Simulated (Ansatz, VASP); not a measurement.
# SnSe2: VASP beside Ansatz, part 2 of 2

Aim: how closely do two programs agree when they are given the same cell, functional and k mesh? The cell is taken from a series of runs on this material, whose earlier steps may have relaxed, scaled, displaced or heated it; both programs get it as it stands.

VASP 6.6.1 and Ansatz 0.2.0.

So far: The structure; Ansatz: zone-centre phonons, r2SCAN.

### 3. VASP: zone-centre phonons, r2SCAN

Level of this step: r2SCAN; plane waves and PAW (Sn_d, Se) (VASP).

The same cell, functional and mesh now go to VASP, with its own data sets.

Lines of VASP's logs that name or quote its potential files are left out, and so is its time.

File INCAR:

```
SYSTEM = SnSe2
PREC = Accurate
ENCUT = 550
EDIFF = 1E-08
NELM = 120
ISMEAR = 0
SIGMA = 0.01
LREAL = .FALSE.
ALGO = Normal
METAGGA = R2SCAN
LASPH = .TRUE.
NBANDS = 19
LORBIT = 11
LWAVE = .FALSE.
LCHARG = .FALSE.
ISIF = 2
IBRION = 6
NFREE = 2
POTIM = 0.015
NSW = 1
GGA_COMPAT = .FALSE.
EFERMI = MIDGAP
LMIXTAU = .TRUE.
KPAR = 2
```

File POSCAR:

```
SnSe2
1.0
    3.8407078634      0.0000000000      0.0000000000
   -1.9203539317      3.3261505782      0.0000000000
    0.0000000000      0.0000000000      6.5281875194
Sn Se
1 2
Direct
    0.0000000000      0.0000000000      0.0000000000
    0.3333333333      0.6666666667      0.2410792074
    0.6666666667      0.3333333333      0.7589207926
```

File KPOINTS:

```
Automatic mesh
0
Gamma
9 9 6
0 0 0
```

Potentials, in the order of the species: Sn_d and Se (PBE family, release 64).

Run with:

```console
$ mpirun -np 2 vasp_std
```

Numbers of over 12 decimals in the logs are rounded to 6 here.

What it wrote:

```text
[banner, memory and clock lines left out]
running    2 mpi-ranks, on    1 nodes
 distrk:  each k-point on    1 cores,    2 groups
 distr:  one band on    1 cores,    1 groups

 POSCAR found type information on POSCAR SnSe
 POSCAR found :  2 types and       3 ions
|                                                                             |
|               ----> ADVICE to this user running VASP <----                  |
|                                                                             |
|     You enforced a specific xc type in the INCAR file but a different       |
|     [... a line on the potential file left out ...]
|     I HOPE YOU KNOW WHAT YOU ARE DOING!                                     |
|                                                                             |

 LDA part: xc-table for (None), standard interpolation
 POSCAR, INCAR and KPOINTS ok, starting setup
 FFT: planning ... GRIDC
 FFT: planning ... GRID_SOFT
 FFT: planning ... GRID
 WAVECAR not read
 entering main loop
       N       E                     dE             d eps       ncg     rms          rms(c)
DAV:   1     0.161261252591E+03    0.16126E+03   -0.12911E+04  2388   0.160E+03
DAV:   2    -0.349846398911E+02   -0.19625E+03   -0.19009E+03  2527   0.388E+02
DAV:   3    -0.582225932143E+02   -0.23238E+02   -0.22713E+02  2952   0.120E+02
DAV:   4    -0.590739373197E+02   -0.85134E+00   -0.84962E+00  2854   0.237E+01
DAV:   5    -0.590940773979E+02   -0.20140E-01   -0.20137E-01  3327   0.379E+00    0.571E+00
DAV:   6    -0.566337769298E+02    0.24603E+01   -0.15848E+00  3065   0.187E+01    0.385E+00
DAV:   7    -0.537184335484E+02    0.29153E+01   -0.76729E-01  2536   0.568E+00    0.137E+00
DAV:   8    -0.545504117368E+02   -0.83198E+00   -0.60268E-01  2422   0.579E+00    0.602E-01
DAV:   9    -0.545661590441E+02   -0.15747E-01   -0.14749E-01  2500   0.291E+00    0.369E-01
DAV:  10    -0.546063423471E+02   -0.40183E-01   -0.19106E-02  2494   0.111E+00    0.247E-01
DAV:  11    -0.546345360328E+02   -0.28194E-01   -0.50310E-02  2407   0.187E+00    0.155E-01
DAV:  12    -0.546366484875E+02   -0.21125E-02   -0.46962E-03  2640   0.524E-01    0.129E-01
DAV:  13    -0.546376624508E+02   -0.10140E-02   -0.31587E-04  2537   0.169E-01    0.966E-02
DAV:  14    -0.546393217398E+02   -0.16593E-02   -0.16833E-03  2374   0.391E-01    0.339E-02
[...]
DAV:  20    -0.546395386063E+02   -0.81989E-05   -0.22977E-05  2707   0.404E-02    0.250E-02
DAV:  21    -0.546395366936E+02    0.19127E-05   -0.29954E-06  2619   0.171E-02    0.118E-02
DAV:  22    -0.546395369049E+02   -0.21122E-06   -0.16192E-06  2489   0.123E-02    0.247E-03
DAV:  23    -0.546395366771E+02    0.22780E-06   -0.14520E-07  2500   0.363E-03    0.364E-04
DAV:  24    -0.546395368643E+02   -0.18723E-06   -0.44400E-08  2407   0.198E-03    0.559E-04
DAV:  25    -0.546395365911E+02    0.27317E-06   -0.66250E-08  2386   0.265E-03    0.136E-04
DAV:  26    -0.546395366337E+02   -0.42538E-07   -0.45764E-09  2023   0.648E-04    0.127E-04
DAV:  27    -0.546395366326E+02    0.10396E-08   -0.70772E-10  1238   0.289E-04
   1 F= -.54639537E+02 E0= -.54639537E+02  d E =0.000000E+00
[... from here on, the cycles between the ionic steps are left out ...]
   2 F= -.54638944E+02 E0= -.54638944E+02  d E =0.000000E+00
   3 F= -.54638944E+02 E0= -.54638944E+02  d E =0.000000E+00
   4 F= -.54637804E+02 E0= -.54637804E+02  d E =0.000000E+00
   5 F= -.54637804E+02 E0= -.54637804E+02  d E =0.000000E+00
   6 F= -.54639165E+02 E0= -.54639165E+02  d E =0.000000E+00
   7 F= -.54639165E+02 E0= -.54639165E+02  d E =0.000000E+00
   8 F= -.54638704E+02 E0= -.54638704E+02  d E =0.000000E+00
 Finite differences progress:
  Degree of freedom:   4/  4
  Displacement:        1/  2
  Total:               7/  8
 bond charge predicted
       N       E                     dE             d eps       ncg     rms          rms(c)
DAV:   1    -0.546340534599E+02    0.46509E-02   -0.79134E-01  2368   0.381E+00    0.283E-01
DAV:   2    -0.546375016287E+02   -0.34482E-02   -0.25648E-02  2666   0.945E-01    0.715E-02
DAV:   3    -0.546382638605E+02   -0.76223E-03   -0.15612E-03  2505   0.290E-01    0.445E-02
DAV:   4    -0.546382574301E+02    0.64304E-05   -0.40762E-04  2504   0.140E-01    0.254E-02
DAV:   5    -0.546383127403E+02   -0.55310E-04   -0.19366E-04  2440   0.994E-02    0.894E-03
DAV:   6    -0.546383364867E+02   -0.23746E-04   -0.32068E-05  2626   0.390E-02    0.390E-03
DAV:   7    -0.546383345037E+02    0.19831E-05   -0.10237E-05  2527   0.231E-02    0.229E-03
DAV:   8    -0.546383367835E+02   -0.22798E-05   -0.14164E-06  2566   0.914E-03    0.134E-03
DAV:   9    -0.546383376293E+02   -0.84583E-06   -0.13984E-06  2401   0.875E-03    0.536E-04
DAV:  10    -0.546383378955E+02   -0.26616E-06   -0.42821E-07  2419   0.503E-03    0.807E-04
DAV:  11    -0.546383379088E+02   -0.13284E-07   -0.35624E-08  2725   0.126E-03    0.888E-04
DAV:  12    -0.546383379015E+02    0.72650E-08   -0.10344E-08  1516   0.694E-04
   9 F= -.54638338E+02 E0= -.54638338E+02  d E =0.000000E+00
 Finite differences progress:
  Degree of freedom:   4/  4
  Displacement:        2/  2
  Total:               8/  8
```

OUTCAR, selected parts (step 3):

```text
ion  position               nearest neighbor table
   1  0.000  0.000  0.000-   2 2.72   3 2.72   2 2.72   3 2.72   3 2.72   2 2.72
   2  0.333  0.667  0.241-   1 2.72   1 2.72   1 2.72
   3  0.667  0.333  0.759-   1 2.72   1 2.72   1 2.72

  LATTYP: Found a hexagonal cell.
 ALAT       =     3.8407078634
 C/A-ratio  =     1.6997355049

 Subroutine GETGRP returns: Found 12 space group operations
 (whereof 12 operations were pure point group operations)

The static configuration has the point symmetry D_3d.

 Found     62 irreducible k-points:

   k-points           NKPTS =     62   k-points in BZ     NKDIM =     62   number of bands    NBANDS=     19

   dimension x,y,z NGX =    30 NGY =   30 NGZ =   50
   dimension x,y,z NGXF=    60 NGYF=   60 NGZF=  100

   ENCUT  =  550.0 eV  40.42 Ry    6.36 a.u.   7.34  7.34 12.48*2*pi/ulx,y,z

   NELECT =      26.0000    total number of electrons

 k-points in reciprocal lattice and weights: Automatic mesh
   0.00000000  0.00000000  0.00000000       0.002
   0.11111111 -0.00000000  0.00000000       0.012
   0.22222222 -0.00000000  0.00000000       0.012
   0.33333333 -0.00000000  0.00000000       0.012
   0.44444444 -0.00000000  0.00000000       0.012
   0.11111111  0.11111111  0.00000000       0.012
   0.22222222  0.11111111  0.00000000       0.025
   0.33333333  0.11111111  0.00000000       0.025
   0.44444444  0.11111111  0.00000000       0.012
[...]
0.33333333  0.22222222  0.50000000       0.025
   0.33333333  0.33333333  0.50000000       0.004

 average (electrostatic) potential at core
       1-109.1717       2 -58.5805       3 -58.5410

 E-fermi :   3.5303

 k-point     1 :       0.0000    0.0000    0.0000
  band No.  band energies     occupation
    ...
      9       2.4566      2.00000
     10       2.4566      2.00000
     11       2.7542      2.00000
     12       2.8091      2.00000
     13       2.8091      2.00000
     14       4.5278      0.00000
     15       6.6053      0.00000
     16       8.0730      0.00000
     17       8.0730      0.00000
     18      11.3614      0.00000
    ...

 k-point     2 :       0.1111   -0.0000    0.0000
  band No.  band energies     occupation
    ...
      9       1.3394      2.00000
     10       2.0257      2.00000
     11       2.2023      2.00000
     12       2.7995      2.00000
     13       2.9680      2.00000
     14       5.2953      0.00000
     15       7.1822      0.00000
     16       7.8946      0.00000
     17       8.3327      0.00000
     18      11.4957      0.00000
    ...

 k-point     3 :       0.2222   -0.0000    0.0000
  band No.  band energies     occupation
    ...
      9      -0.0566      2.00000
     10       1.1284      2.00000
     11       1.4007      2.00000
     12       2.7466      2.00000
     13       2.9668      2.00000
     14       5.4287      0.00000
     15       7.3937      0.00000
     16       8.8129      0.00000
     17       8.9458      0.00000
     18      10.4436      0.00000
    ...

  Total        0.1180404      0.1180404      0.2534821     -0.0000000      0.0000000      0.0000000
  in kB        2.2677509      2.2677509      4.8698106     -0.0000000      0.0000000      0.0000000
  external PRESSURE =       3.1351041 kB  Pullay stress =       0.0000000 kB

  energy-cutoff  :      550.00
  volume of cell :       83.40
      direct lattice vectors                 reciprocal lattice vectors
     3.840707863  0.000000000  0.000000000     0.260368670  0.150323922  0.000000000
    -1.920353932  3.326150578  0.000000000     0.000000000  0.300647844  0.000000000
     0.000000000  0.000000000  6.528187519     0.000000000  0.000000000  0.153181874

 POSITION                                       TOTAL-FORCE (eV/Angst)
 -----------------------------------------------------------------------------------
      0.00000      0.00000      0.00000        -0.000000     -0.000000     -0.119009
     -0.00000      2.21743      1.55881         0.000000     -0.000000      0.148884
      1.92035      1.10872      4.95438        -0.000000      0.000000     -0.029875
 -----------------------------------------------------------------------------------
    total drift:                               -0.000000     -0.000000     -0.000014

  FREE ENERGIE OF THE ION-ELECTRON SYSTEM (eV)
  ---------------------------------------------------
  free  energy   TOTEN  =       -54.6383379015 eV

  energy  without entropy=      -54.6383379015  energy(sigma->0) =      -54.63833790

 Eigenvectors and eigenvalues of the dynamical matrix
 ----------------------------------------------------

   1 f  =    7.510020 THz    47.186847 2PiTHz  250.507302 cm-1    31.058933 meV
             X         Y         Z           dx          dy          dz
      0.000000  0.000000  0.000000    -0.000000    0.000000   -0.753788
     -0.000000  2.217434  1.573810    -0.000000    0.000000    0.464652
      1.920354  1.108717  4.954377     0.000000   -0.000000    0.464652

   2 f  =    5.614181 THz    35.274942 2PiTHz  187.268931 cm-1    23.218378 meV
             X         Y         Z           dx          dy          dz
      0.000000  0.000000  0.000000    -0.000000    0.000000    0.000000
     -0.000000  2.217434  1.573810     0.000000    0.000000    0.707107
      1.920354  1.108717  4.954377     0.000000   -0.000000   -0.707107

   3 f  =    4.368639 THz    27.448970 2PiTHz  145.722120 cm-1    18.067232 meV
             X         Y         Z           dx          dy          dz
      0.000000  0.000000  0.000000    -0.755129   -0.000000    0.000000
     -0.000000  2.217434  1.573810     0.463562    0.000000   -0.000000
      1.920354  1.108717  4.954377     0.463562    0.000000    0.000000

   4 f  =    4.368639 THz    27.448970 2PiTHz  145.722120 cm-1    18.067232 meV
             X         Y         Z           dx          dy          dz
      0.000000  0.000000  0.000000    -0.000000    0.755129   -0.000000
     -0.000000  2.217434  1.573810     0.000000   -0.463562   -0.000000
      1.920354  1.108717  4.954377     0.000000   -0.463562   -0.000000

   5 f  =    3.499595 THz    21.988607 2PiTHz  116.733940 cm-1    14.473157 meV
             X         Y         Z           dx          dy          dz
      0.000000  0.000000  0.000000    -0.000000    0.000000    0.000000
     -0.000000  2.217434  1.573810    -0.707107   -0.000007   -0.000000
      1.920354  1.108717  4.954377     0.707107    0.000007    0.000000

   6 f  =    3.499595 THz    21.988607 2PiTHz  116.733940 cm-1    14.473157 meV
             X         Y         Z           dx          dy          dz
      0.000000  0.000000  0.000000    -0.000000   -0.000000   -0.000000
     -0.000000  2.217434  1.573810    -0.000007    0.707107   -0.000000
      1.920354  1.108717  4.954377     0.000007   -0.707107   -0.000000

   7 f/i=    0.002872 THz     0.018048 2PiTHz    0.095811 cm-1     0.011879 meV
             X         Y         Z           dx          dy          dz
      0.000000  0.000000  0.000000    -0.150209   -0.638136   -0.000000
     -0.000000  2.217434  1.573810    -0.122343   -0.519752   -0.000000
      1.920354  1.108717  4.954377    -0.122343   -0.519752   -0.000000

   8 f/i=    0.002872 THz     0.018048 2PiTHz    0.095811 cm-1     0.011879 meV
             X         Y         Z           dx          dy          dz
      0.000000  0.000000  0.000000    -0.638136    0.150209   -0.000000
     -0.000000  2.217434  1.573810    -0.519752    0.122343   -0.000000
      1.920354  1.108717  4.954377    -0.519752    0.122343   -0.000000

   9 f/i=    0.020282 THz     0.127439 2PiTHz    0.676551 cm-1     0.083882 meV
             X         Y         Z           dx          dy          dz
      0.000000  0.000000  0.000000    -0.000000   -0.000000    0.657118
     -0.000000  2.217434  1.573810    -0.000000   -0.000000    0.533009
      1.920354  1.108717  4.954377    -0.000000   -0.000000    0.533009

 ELASTIC MODULI CONTR FROM IONIC RELAXATION (kBar)
 Direction    XX          YY          ZZ          XY          YZ          ZX
 --------------------------------------------------------------------------------
 XX        -135.6867   -132.3785   -343.4052      0.0000     22.1070     -0.0000
 YY        -132.3785   -135.6867   -343.4052      0.0000    -22.1070     -0.0000
 ZZ        -343.4052   -343.4052   -879.8387      0.0000     -0.0000     -0.0000
 XY           0.0000      0.0000      0.0000     -1.6541      0.0000     22.1070
 YZ          22.1070    -22.1070     -0.0000      0.0000   -295.4607     -0.0000
 ZX          -0.0000     -0.0000     -0.0000     22.1070     -0.0000   -295.4609
 --------------------------------------------------------------------------------

 total charge
# of ion       s       p       d       tot
------------------------------------------
    1        1.016   1.046  10.104  12.166
    2        1.479   2.360   0.027   3.866
    3        1.479   2.360   0.027   3.866
--------------------------------------------------
tot          3.975   5.766  10.157  19.898

[... 3 further parts left out ...]
```

CONTCAR:

```
SnSe2
   1.00000000000000
     3.8407078634000000    0.0000000000000000    0.0000000000000000
    -1.9203539317000000    3.3261505782000000    0.0000000000000000
     0.0000000000000000    0.0000000000000000    6.5281875194000003
  Sn              Se
     1     2
Direct
     0.0000000000000000    0.0000000000000000    0.0000000000000000
     0.3333333332999971    0.6666666667000031    0.2387814792855068
     0.6666666667000030    0.3333333332999970    0.7589207926000014
```

Levels, forces or a CONTCAR printed for this step are those of its last displaced cell, not of the structure at rest.

### 4. Side by side

Known differences besides the potentials themselves: VASP keeps PBE cores, Ansatz makes them for the functional; fixed occupations in Ansatz, narrow Gaussian smearing in VASP; the data sets hold 46 valence electrons in Ansatz (on its default PAW (the set named soft_2) files) and 26 in VASP; the cutoff is 500 eV in Ansatz and 550 eV in VASP; VASP uses finite displacements, Ansatz perturbation theory. Total energies have different zeros and are not compared.

Compared:

```csv
quantity,Ansatz,VASP,difference
optical mode 1 to 2 (cm⁻¹),116.3,116.7,-0.35 %
optical mode 3 to 4 (cm⁻¹),145.3,145.7,-0.31 %
optical mode 5 (cm⁻¹),186.9,187.3,-0.19 %
optical mode 6 (cm⁻¹),250.4,250.5,-0.04 %
```

Modes are paired by rising frequency, not by their patterns, so a pair may set unlike modes beside each other; they are those without the splitting of longitudinal modes.

### 5. What came out

```yaml
r_m_s_difference_of_the_optical_zone_centre_modes_each_program_s_sorted_by_frequency_zone_centre_phonons_r2scan: 0.38 cm⁻¹
```

What this shows: The r.m.s. difference of the optical zone-centre modes, each program's sorted by frequency is 0.38 cm⁻¹ (zone-centre phonons, r2SCAN). The data sets hold unlike numbers of valence electrons (46 in Ansatz and 26 in VASP), so part of the differences comes from the potentials. Such differences can come from data sets, numerical settings and the points named under the comparisons, not from the functional's error against experiment.

[Lines on the potential files, build, host, timing and source positions are cut from VASP's logs without a mark.]

[Logs are printed without paths, hosts, clocks, repeated set-up lines and the standing remarks that a program may print on its own settings, such as how far it seeks lower states.]

[Hosts, paths, dates, database ids (printed as entryN), source tags and the programs' standing remarks are cut or masked in the printed files.]
